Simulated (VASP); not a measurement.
OSZICAR of a VASP run on FePt (L1_0):

### OSZICAR
```
       N       E                     dE             d eps       ncg     rms          rms(c)
DAV:   1     0.942950891108E+02    0.94295E+02   -0.87655E+03  8616   0.133E+03
DAV:   2    -0.127758782712E+02   -0.10707E+03   -0.96073E+02  8603   0.259E+02
DAV:   3    -0.161622385010E+02   -0.33864E+01   -0.32722E+01 10529   0.554E+01
DAV:   4    -0.161967014179E+02   -0.34463E-01   -0.34449E-01  9517   0.475E+00
DAV:   5    -0.161976153646E+02   -0.91395E-03   -0.91393E-03 11183   0.880E-01    0.167E+01
DAV:   6    -0.172368908273E+02   -0.10393E+01   -0.13553E+01  9165   0.827E+01    0.231E+01
DAV:   7    -0.149204649724E+02    0.23164E+01   -0.91135E+00 10805   0.792E+01    0.896E+00
DAV:   8    -0.148891940299E+02    0.31271E-01   -0.46837E-01 10015   0.106E+01    0.425E+00
DAV:   9    -0.148054577540E+02    0.83736E-01   -0.13235E-01 12189   0.774E+00    0.180E+00
DAV:  10    -0.147956686333E+02    0.97891E-02   -0.37773E-02 12751   0.372E+00    0.705E-01
DAV:  11    -0.147947237017E+02    0.94493E-03   -0.29302E-03 12244   0.103E+00    0.265E-01
DAV:  12    -0.147945471533E+02    0.17655E-03   -0.30776E-04 11650   0.270E-01    0.738E-02
DAV:  13    -0.147945502071E+02   -0.30538E-05   -0.52387E-05 10960   0.154E-01    0.404E-02
DAV:  14    -0.147945482297E+02    0.19774E-05   -0.60525E-06  9910   0.600E-02    0.142E-02
DAV:  15    -0.147945480875E+02    0.14212E-06   -0.30779E-06  7967   0.424E-02
   1 F= -.14794548E+02 E0= -.14794212E+02  d E =-.147945E+02  mag=     3.2736
       N       E                     dE             d eps       ncg     rms          rms(c)
DAV:   1    -0.152636937247E+02   -0.46915E+00   -0.81521E+00  8435   0.392E+01    0.505E+00
DAV:   2    -0.147854544650E+02    0.47824E+00   -0.12402E+00  9555   0.139E+01    0.321E+00
DAV:   3    -0.147880690391E+02   -0.26146E-02   -0.26366E-02  9992   0.227E+00    0.182E+00
DAV:   4    -0.147867881061E+02    0.12809E-02   -0.12606E-02 11228   0.295E+00    0.806E-01
DAV:   5    -0.147858666986E+02    0.92141E-03   -0.14727E-02 10279   0.317E+00    0.728E-01
DAV:   6    -0.147843584778E+02    0.15082E-02   -0.34709E-03 11946   0.138E+00    0.944E-02
DAV:   7    -0.147844089527E+02   -0.50475E-04   -0.22403E-04 10099   0.196E-01    0.568E-02
DAV:   8    -0.147844248797E+02   -0.15927E-04   -0.19097E-05 10791   0.567E-02    0.299E-02
DAV:   9    -0.147844281447E+02   -0.32649E-05   -0.39650E-06  9499   0.356E-02    0.668E-03
DAV:  10    -0.147844281096E+02    0.35069E-07   -0.99642E-07  5040   0.179E-02
   2 F= -.14784428E+02 E0= -.14784154E+02  d E =0.101200E-01  mag=     3.3545
       N       E                     dE             d eps       ncg     rms          rms(c)
DAV:   1    -0.149761144394E+02   -0.19169E+00   -0.29697E+00  8477   0.232E+01    0.319E+00
DAV:   2    -0.148033202468E+02    0.17279E+00   -0.44616E-01  9751   0.761E+00    0.190E+00
DAV:   3    -0.148068552667E+02   -0.35350E-02   -0.32910E-02 11164   0.449E+00    0.969E-01
DAV:   4    -0.148046781299E+02    0.21771E-02   -0.29511E-02 10612   0.462E+00    0.864E-01
DAV:   5    -0.148023612278E+02    0.23169E-02   -0.32926E-03 11056   0.148E+00    0.325E-01
DAV:   6    -0.148020317694E+02    0.32946E-03   -0.13853E-03 12254   0.542E-01    0.767E-02
DAV:   7    -0.148020267621E+02    0.50073E-05   -0.13738E-04 12127   0.229E-01    0.341E-02
DAV:   8    -0.148020321522E+02   -0.53901E-05   -0.85712E-06 10634   0.383E-02    0.225E-02
DAV:   9    -0.148020340067E+02   -0.18546E-05   -0.18142E-06  8550   0.137E-02    0.432E-03
DAV:  10    -0.148020338944E+02    0.11233E-06   -0.22451E-07  4466   0.865E-03
   3 F= -.14802034E+02 E0= -.14801645E+02  d E =-.748581E-02  mag=     3.3069
       N       E                     dE             d eps       ncg     rms          rms(c)
DAV:   1    -0.148020618484E+02   -0.27842E-04   -0.49704E-04  8568   0.302E-01    0.404E-02
DAV:   2    -0.148020334990E+02    0.28349E-04   -0.72137E-05  9800   0.101E-01    0.238E-02
DAV:   3    -0.148020337783E+02   -0.27937E-06   -0.15435E-06  6235   0.236E-02
   4 F= -.14802034E+02 E0= -.14801646E+02  d E =-.748569E-02  mag=     3.3062
       N       E                     dE             d eps       ncg     rms          rms(c)
DAV:   1    -0.148027915602E+02   -0.75806E-03   -0.32624E-02  9324   0.149E+00    0.163E-01
DAV:   2    -0.148027127954E+02    0.78765E-04   -0.18926E-03 10939   0.109E+00    0.238E-01
DAV:   3    -0.148023754822E+02    0.33731E-03   -0.10253E-03 10709   0.875E-01    0.787E-02
DAV:   4    -0.148023001860E+02    0.75296E-04   -0.13514E-04 10392   0.112E-01    0.321E-02
DAV:   5    -0.148022966323E+02    0.35536E-05   -0.11252E-05 11640   0.660E-02    0.112E-02
DAV:   6    -0.148022959645E+02    0.66783E-06   -0.92595E-07  4641   0.150E-02
   5 F= -.14802296E+02 E0= -.14801905E+02  d E =-.262186E-03  mag=     3.3003
       N       E                     dE             d eps       ncg     rms          rms(c)
DAV:   1    -0.148033324435E+02   -0.10358E-02   -0.63671E-02  9359   0.208E+00    0.226E-01
DAV:   2    -0.148031940719E+02    0.13837E-03   -0.35734E-03 10967   0.150E+00    0.339E-01
DAV:   3    -0.148025283143E+02    0.66576E-03   -0.19879E-03 10724   0.122E+00    0.110E-01
DAV:   4    -0.148023783757E+02    0.14994E-03   -0.26337E-04 10373   0.157E-01    0.450E-02
DAV:   5    -0.148023718407E+02    0.65350E-05   -0.21634E-05 11730   0.908E-02    0.158E-02
DAV:   6    -0.148023705206E+02    0.13201E-05   -0.20014E-06  6303   0.205E-02    0.734E-03
DAV:   7    -0.148023703661E+02    0.15447E-06   -0.61452E-07  4858   0.127E-02
   6 F= -.14802370E+02 E0= -.14801987E+02  d E =-.336588E-03  mag=     3.2915
```

Q: Which electronic solver shows in the log?

A: It is blocked Davidson (ALGO = Normal, or the opening steps of other solvers). The INCAR had ALGO = Normal.

Q: How was spin treated?

A: Collinear spin (ISPIN = 2): the summary line carries one mag value, 3.29 μB in the cell.

Q: Can the final energy be trusted as converged?

A: Self-consistency was reached. It stopped with EDIFF = 1E-6, NELM = 100, NSW = 60 and EDIFFG = -0.01 after 6 ionic steps (PBE GGA, plane waves, VASP's PBE PAW potentials (set 64)).

The compound is FePt in the L1_0 structure. This run relaxes it. Symmetry was kept, so distortions that lower it aren't found.
